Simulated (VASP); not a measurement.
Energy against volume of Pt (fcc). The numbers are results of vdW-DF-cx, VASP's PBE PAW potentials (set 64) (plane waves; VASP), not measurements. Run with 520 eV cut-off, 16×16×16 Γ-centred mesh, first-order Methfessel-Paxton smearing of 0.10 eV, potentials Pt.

```tsv
V (Å³/atom)	E (eV/atom)
14.703	-4.00754
15.158	-4.02093
15.613	-4.01005
16.067	-3.97920
```

Task: Fit these four points and predict the energy of the run at 14.248 Å³/atom.

Result: A cubic in V^(−2/3), the third-order Birch-Murnaghan form, passes through the four points with V0 = 15.17 Å³/atom and B0 = 283 GPa, and gives -3.9648 eV/atom there. The run gave -3.9648 eV/atom, +0.1 meV/atom from the fit; all five points give B0 = 283 GPa.

The compound is Pt in the fcc structure. It was relaxed first.
